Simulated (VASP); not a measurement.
A run of VASP 6.6.1:

File INCAR:

```
SYSTEM = TiB2
ALGO = Normal ; EDIFF = 1E-7
EDIFFG = -0.005 ; ENCUT = 600
GGA = PE ; IBRION = 2
ISIF = 3 ; ISMEAR = 0
LASPH = .TRUE. ; LCHARG = .FALSE.
LREAL = .FALSE. ; LWAVE = .FALSE.
NELM = 100 ; NSW = 100
PREC = Accurate ; SIGMA = 0.1
```

KPOINTS

```
k-points
0
G
  15 15 14
  0 0 0
```

Contents of POSCAR:

```
TiB2
1.0
    3.0292000000      0.0000000000      0.0000000000
   -1.5146000000      2.6233641531      0.0000000000
    0.0000000000      0.0000000000      3.2284000000
Ti B
1 2
Direct
    0.0000000000      0.0000000000      0.0000000000
    0.3333333333      0.6666666667      0.5000000000
    0.6666666667      0.3333333333      0.5000000000
```

Potentials or basis: VASP PAW PBE potentials, release 64 (Ti_sv, B).

The run is started by

```console
$ cat potpaw_PBE.64/Ti_sv/POTCAR potpaw_PBE.64/B/POTCAR > POTCAR
$ mpirun -np 1 vasp_std > vasp.out
```

Hardware: 1 thread of Intel(R) Xeon(R) Platinum 8488C (Sapphire Rapids) (shared host).

Question: How long does it take, and how much memory?

Answer: It took 110 s on 1 thread of Intel(R) Xeon(R) Platinum 8488C (Sapphire Rapids) (shared host), peak memory 0.22 GiB. Counts: scf iterations 34, k points 216, ion steps 4.
